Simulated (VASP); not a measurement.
Given:

```
CELL_PARAMETERS angstrom
      0.00000     2.31410     2.31410
      2.31410     0.00000     2.31410
      2.31410     2.31410     0.00000
ATOMIC_POSITIONS crystal
  Hf 0.00000 0.00000 0.00000
  C  0.50000 0.50000 0.50000
```

Calculation: r2SCAN+rVV10, VASP's PBE PAW potentials (set 64) (plane waves; VASP 6.6.1). Run with 520 eV cut-off, 15×15×15 Γ-centred mesh, tetrahedra with Blöchl corrections, potentials Hf_pv C.

Unless said otherwise, spin-orbit coupling is left out, though it shifts the bands of the heavy elements here.

**Question.** Estimate the energy per atom (σ→0), band gap (over mesh and band path) with the smallest direct gap where there is one.

**Answer.** 
```json
{
  "band gap (over mesh and band path)": "none (metal, semimetal or under 0.01 eV)",
  "energy per atom (σ→0)": "-2756.9 kJ/mol of atoms"
}
```

Only differences to runs with the same potentials and settings are physical.

The compound is HfC in the rock salt structure. It was relaxed first.
